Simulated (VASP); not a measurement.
```
CELL_PARAMETERS angstrom
      2.94000     0.00000     0.00000
      0.00000     2.94000     0.00000
      0.00000     0.00000     2.94000
ATOMIC_POSITIONS crystal
  Gd 0.00000 0.00000 0.00000
  N  0.50000 0.50000 0.50000
```

The base run (VASP): PBE GGA, plane waves, VASP's PBE PAW potentials (set 64). Settings: 520 eV cut-off, 8×8×8 Γ-centred mesh, Gaussian smearing of 0.050 eV, potentials Gd_3 N.

The 4f electrons are frozen in the core of the lanthanide potential, so 4f levels, which can set the real gap, and their magnetism are missing.

The base run took about 6 core-seconds. The timings are rough (shared machines, no repeats); factors under 2 mean little.

Pressures at a finite cut-off, here 520 eV, hold a Pulay part, which this task's highest cut-off puts under 0.2 GPa.

```
setting                                                                         cost over the base run  electronic steps  pressure (GPa)
------------------------------------------------------------------------------  ----------------------  ----------------  --------------
GGA = RP                                                                          within a factor of 2                13           20.57
IVDW = 13                                                                         within a factor of 2                12           11.07
GGA = AM                                                                          within a factor of 2                12            8.43
base run                                                                                     reference                12           16.41
AGGAC = 0.0, GGA = BO, LUSE_VDW = .TRUE., PARAM1 = 0.1833333333, PARAM2 = 0.22           about 2 times                13           15.95
GGA removed, LMIXTAU = .TRUE., METAGGA = R2SCAN                                          about 3 times                17           14.22
GGA removed, LMIXTAU = .TRUE., METAGGA = SCAN                                            about 3 times                19           11.79
```

Left out are runs that failed, have no time on record or changed the cell.

The structure was generated: GdN was put into the CsCl type (Pm-3m), which need not be its known phase. The cell was not relaxed at this level.
